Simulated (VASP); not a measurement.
Output of a VASP run:

### OUTCAR
```
 ion  position               nearest neighbor table
   1  0.000  0.000  0.000-   2 2.33   3 2.33   2 2.33   3 2.33   3 2.33   3 2.33   2 2.33   2 2.33
                             3 2.33   3 2.33   2 2.33   2 2.33
   2  0.333  0.667  0.500-   3 1.71   3 1.71   3 1.71   1 2.33   1 2.33   1 2.33   1 2.33   1 2.33
                             1 2.33
   3  0.667  0.333  0.500-   2 1.71   2 1.71   2 1.71   1 2.33   1 2.33   1 2.33   1 2.33   1 2.33
                             1 2.33
  LATTYP: Found a hexagonal cell.
 ALAT       =     2.9571917085
 C/A-ratio  =     1.0708385626
 Subroutine PRICEL returns:
 Original cell was already a primitive cell.
 Subroutine GETGRP returns: Found 24 space group operations
The static configuration has the point symmetry D_6h.
The dynamic configuration has the point symmetry D_6h.
 Subroutine INISYM returns: Found 24 space group operations
 Subroutine IBZKPT returns following result:
 Found     95 irreducible k-points:

 Following reciprocal coordinates:
            Coordinates               Weight
  0.000000  0.000000  0.000000      1.000000
  0.083333  0.000000  0.000000      6.000000
  0.166667  0.000000  0.000000      6.000000
  0.250000  0.000000  0.000000      6.000000
  0.333333  0.000000  0.000000      6.000000
  0.416667 -0.000000  0.000000      6.000000
  0.500000  0.000000  0.000000      3.000000
  0.083333  0.083333  0.000000      6.000000
  0.166667  0.083333  0.000000     12.000000
  0.250000  0.083333  0.000000     12.000000
  0.333333  0.083333  0.000000     12.000000
  0.416667  0.083333  0.000000     12.000000
  0.166667  0.166667  0.000000      6.000000
  0.250000  0.166667  0.000000     12.000000
  0.333333  0.166667  0.000000     12.000000
  0.416667  0.166667  0.000000      6.000000
  0.250000  0.250000  0.000000      6.000000
  0.333333  0.250000  0.000000     12.000000
  0.333333  0.333333  0.000000      2.000000
  0.000000  0.000000  0.111111      2.000000
  0.083333  0.000000  0.111111     12.000000
  0.166667  0.000000  0.111111     12.000000
  0.250000  0.000000  0.111111     12.000000
  0.333333  0.000000  0.111111     12.000000
  0.416667 -0.000000  0.111111     12.000000
  0.500000  0.000000  0.111111      6.000000
  0.083333  0.083333  0.111111     12.000000
  0.166667  0.083333  0.111111     24.000000
  0.250000  0.083333  0.111111     24.000000
  0.333333  0.083333  0.111111     24.000000
  0.416667  0.083333  0.111111     24.000000
  0.166667  0.166667  0.111111     12.000000
  0.250000  0.166667  0.111111     24.000000
  0.333333  0.166667  0.111111     24.000000
  0.416667  0.166667  0.111111     12.000000
  0.250000  0.250000  0.111111     12.000000
  0.333333  0.250000  0.111111     24.000000
  0.333333  0.333333  0.111111      4.000000
  0.000000  0.000000  0.222222      2.000000
  0.083333  0.000000  0.222222     12.000000
   k-points           NKPTS =     95   k-points in BZ     NKDIM =     95   number of bands    NBANDS=     13
   number of dos      NEDOS =    301   number of ions     NIONS =      3
   total plane-waves  NPLWV =  13824
   dimension x,y,z NGX =    24 NGY =   24 NGZ =   24
   dimension x,y,z NGXF=    48 NGYF=   48 NGZF=   48
   ions per type =               1   2
   PREC   = accura    normal or accurate (medium, high low for compatibility)
   ISTART =      0    job   : 0-new  1-cont  2-samecut
   ICHARG =      2    charge: 1-file 2-atom 10-const
   ISPIN  =      1    spin polarized calculation?
   LNONCOLLINEAR =      F non collinear calculations
   LSORBIT =      F    spin-orbit coupling
   INIWAV =      1    electr: 0-lowe 1-rand  2-diag
   ENCUT  =  520.0 eV  38.22 Ry    6.18 a.u.   5.50  5.50  5.89*2*pi/ulx,y,z
   NELM   =    100;   NELMIN=  2; NELMDL= -5     # of ELM steps
   EDIFF  = 0.1E-06   stopping-criterion for ELM
   LREAL  =      F    real-space projection
   NLSPLINE    = F    spline interpolate recip. space projectors
   LMAXMIX     =    4 max onsite mixed and CHGCAR
...
```

File OSZICAR:
```
...
DAV:  24    -0.341790391776E+02    0.19343E-04   -0.62393E-07  2470   0.117E-02    0.489E-03
DAV:  25    -0.341790427814E+02   -0.36038E-05   -0.11469E-06  2475   0.155E-02    0.641E-03
DAV:  26    -0.341790586352E+02   -0.15854E-04   -0.74959E-07  2470   0.123E-02    0.185E-03
DAV:  27    -0.341790607737E+02   -0.21386E-05   -0.18448E-07  2319   0.648E-03    0.128E-03
DAV:  28    -0.341790616107E+02   -0.83691E-06   -0.25130E-08  1235   0.228E-03    0.801E-04
DAV:  29    -0.341790630989E+02   -0.14882E-05   -0.45208E-09  1235   0.890E-04    0.302E-04
DAV:  30    -0.341790636121E+02   -0.51327E-06   -0.15390E-09  1235   0.488E-04    0.466E-05
DAV:  31    -0.341790637606E+02   -0.14846E-06   -0.37368E-10  1235   0.221E-04    0.186E-05
DAV:  32    -0.341790638178E+02   -0.57204E-07   -0.13825E-10  1235   0.138E-04
   1 F= -.34179064E+02 E0= -.34179085E+02  d E =-.341791E+02
       N       E                     dE             d eps       ncg     rms          rms(c)
DAV:   1    -0.341864166399E+02   -0.73529E-02   -0.37024E-01  2665   0.102E+01    0.592E-01
DAV:   2    -0.341825550126E+02    0.38616E-02   -0.20951E-02  2490   0.153E+00    0.346E-01
DAV:   3    -0.341820851203E+02    0.46989E-03   -0.31245E-03  2760   0.899E-01    0.958E-02
DAV:   4    -0.341816874219E+02    0.39770E-03   -0.19410E-03  2510   0.574E-01    0.172E-02
DAV:   5    -0.341816887032E+02   -0.12813E-05   -0.82498E-04  2495   0.373E-01    0.135E-02
DAV:   6    -0.341816034102E+02    0.85293E-04   -0.18047E-04  2705   0.154E-01    0.581E-03
DAV:   7    -0.341815790126E+02    0.24398E-04   -0.11684E-04  2480   0.128E-01    0.296E-03
DAV:   8    -0.341815824097E+02   -0.33971E-05   -0.37024E-05  2470   0.759E-02    0.193E-03
DAV:   9    -0.341815645189E+02    0.17891E-04   -0.24912E-06  2690   0.223E-02    0.112E-03
DAV:  10    -0.341815535662E+02    0.10953E-04   -0.20519E-06  2500   0.194E-02    0.593E-04
DAV:  11    -0.341815556999E+02   -0.21337E-05   -0.17401E-06  2470   0.173E-02    0.346E-04
DAV:  12    -0.341815516445E+02    0.40554E-05   -0.63590E-08  1310   0.400E-03    0.780E-05
DAV:  13    -0.341815516732E+02   -0.28707E-07   -0.10852E-08  1235   0.162E-03
   2 F= -.34181552E+02 E0= -.34181469E+02  d E =-.248786E-02
       N       E                     dE             d eps       ncg     rms          rms(c)
DAV:   1    -0.341817572821E+02   -0.20564E-03   -0.80609E-03  2660   0.150E+00    0.869E-02
DAV:   2    -0.341816678230E+02    0.89459E-04   -0.45539E-04  2500   0.226E-01    0.509E-02
DAV:   3    -0.341815949201E+02    0.72903E-04   -0.69370E-05  2735   0.135E-01    0.139E-02
DAV:   4    -0.341816291288E+02   -0.34209E-04   -0.42246E-05  2510   0.842E-02    0.251E-03
DAV:   5    -0.341816061878E+02    0.22941E-04   -0.18581E-05  2500   0.557E-02    0.199E-03
DAV:   6    -0.341816156737E+02   -0.94859E-05   -0.42437E-06  2635   0.237E-02    0.840E-04
DAV:   7    -0.341816195228E+02   -0.38491E-05   -0.26775E-06  2500   0.197E-02    0.429E-04
DAV:   8    -0.341816176902E+02    0.18326E-05   -0.80718E-07  2490   0.113E-02    0.276E-04
DAV:   9    -0.341816200386E+02   -0.23484E-05   -0.54356E-08  1300   0.331E-03    0.143E-04
DAV:  10    -0.341816215380E+02   -0.14994E-05   -0.32541E-08  1235   0.253E-03    0.800E-05
DAV:  11    -0.341816211360E+02    0.40206E-06   -0.18011E-08  1235   0.172E-03    0.358E-05
DAV:  12    -0.341816214431E+02   -0.30713E-06   -0.17728E-09  1235   0.691E-04    0.218E-05
DAV:  13    -0.341816215368E+02   -0.93725E-07   -0.18184E-10  1235   0.206E-04
   3 F= -.34181622E+02 E0= -.34181560E+02  d E =-.255772E-02
```

File OUTCAR:
```
------------------------ aborting loop because EDIFF is reached ----------------------------------------
  FORCE on cell =-STRESS in cart. coord.  units (eV):
  Direction    XX          YY          ZZ          XY          YZ          ZX
  --------------------------------------------------------------------------------------
  Total        2.6266385      2.6266386      2.6434493     -0.0000000      0.0000000      0.0000000
  in kB      175.4760366    175.4760405    176.5991071     -0.0000000      0.0000000      0.0000000
  external PRESSURE =     175.8503947 kB  Pullay stress =       0.0000000 kB
  volume of cell :       23.98
      direct lattice vectors                 reciprocal lattice vectors
     1.483587033 -2.569648147  0.000000000     0.337021010 -0.194579169  0.000000000
     1.483587033  2.569648147 -0.000000000     0.337021010  0.194579169  0.000000000
    -0.000000000  0.000000000  3.145403646    -0.000000000  0.000000000  0.317924220
 POSITION                                       TOTAL-FORCE (eV/Angst)
 -----------------------------------------------------------------------------------
      0.00000      0.00000      0.00000         0.000000      0.000000     -0.000000
      1.48359      0.85655      1.57270        -0.000000     -0.000000      0.000000
      1.48359     -0.85655      1.57270         0.000000      0.000000     -0.000000
 -----------------------------------------------------------------------------------
    total drift:                                0.000000     -0.000000      0.000000
  FREE ENERGIE OF THE ION-ELECTRON SYSTEM (eV)
  ---------------------------------------------------
  free  energy   TOTEN  =       -34.1816215368 eV

  energy  without entropy=      -34.1814370424  energy(sigma->0) =      -34.18156004

 reached required accuracy - stopping structural energy minimisation
```
(Selected blocks of OUTCAR.)

### POSCAR
```
TiB2
1
    1.4785958431    -2.5610031499     0.0000000000
    1.4785958431     2.5610031499     0.0000000000
    0.0000000000     0.0000000000     3.1666749185
Ti B
1 2
Direct
  0.0000000000   1.0000000000   0.0000000000
  0.3333330000   0.6666670000   0.5000000000
  0.6666670000   0.3333330000   0.5000000000
```

Problem. Reconstruct the remaining input files.

Solution. One answer among several that fit: the input of the run itself, SCAN meta-GGA, plane waves, VASP's PBE PAW potentials (set 64).

KPOINTS:
```
Automatic mesh
0
Gamma
12 12 9
0 0 0
```

### INCAR
```
LMAXMIX = 4   # l cut-off of mixed one-centre charges
NELM = 100
IBRION = 2   # conjugate gradients
ISIF = 4   # ions and shape, fixed volume
ISMEAR = 1
EDIFFG = -0.01
PREC = Accurate
NSW = 30   # most ionic steps
LASPH = .TRUE.   # aspherical one-centre terms
LWAVE = .FALSE.
EDIFF = 1E-7   # SCF stop (eV)
LMIXTAU = .TRUE.
METAGGA = SCAN
ALGO = Normal
LCHARG = .FALSE.
SIGMA = 0.1
LREAL = .FALSE.   # projection in real space or not
SYSTEM = TiB2
ENCUT = 520
```

POTCAR, in this order: Ti_sv B (PBE.64 set). Program: vasp_std.

The compound is TiB2 in the AlB2 type structure. This cell is one point of a volume scan, at 0.94 of the reference volume. Symmetry was kept, so distortions that lower it aren't found.
